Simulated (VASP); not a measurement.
Consider the following.

```yaml
crystal:
  lattice:
    - [-1.70848, 1.70848, 5.82059]
    - [1.70848, -1.70848, 5.82059]
    - [1.70848, 1.70848, -5.82059]
  atoms:
    - { symbol: Nb, position: [0.74972, 0.74972, 0.00000] }
    - { symbol: Nb, position: [0.49972, 0.99972, 0.50000] }
    - { symbol: As, position: [0.16728, 0.16728, 0.00000] }
    - { symbol: As, position: [0.91728, 0.41728, 0.50000] }
```

Calculation: PBE GGA, VASP's PBE PAW potentials (set 64) (plane waves; VASP 6.6.1). Settings: 300 eV cut-off, 8×8×8 Γ-centred mesh, Gaussian smearing of 0.10 eV, potentials Nb_sv As.

At this cut-off the stress carries a Pulay error, which pulls relaxed volumes low.

Question: Which forces act on the atoms, in eV/Å?

Answer: 
| atom | Fx | Fy | Fz |
|---|---|---|---|
| Nb1 | 0.000 | 0.000 | -0.060 |
| Nb2 | 0.000 | 0.000 | -0.060 |
| As3 | 0.000 | 0.000 | 0.060 |
| As4 | 0.000 | 0.000 | 0.060 |

Question: Give the stress tensor in GPa (positive for a compressed cell).

Answer: 
```
8.01  0.00  0.00
0.00  8.01  0.00
0.00  0.00  6.20
```
The pressure is its mean diagonal, 7.40 GPa.

The structure comes from a computed database's NbAs entry; how it stands against other phases isn't given here. The cell was not relaxed at this level. The k-mesh is coarse (spacing up to 0.33 per Å, 2π included), so the numbers may not be converged in it.
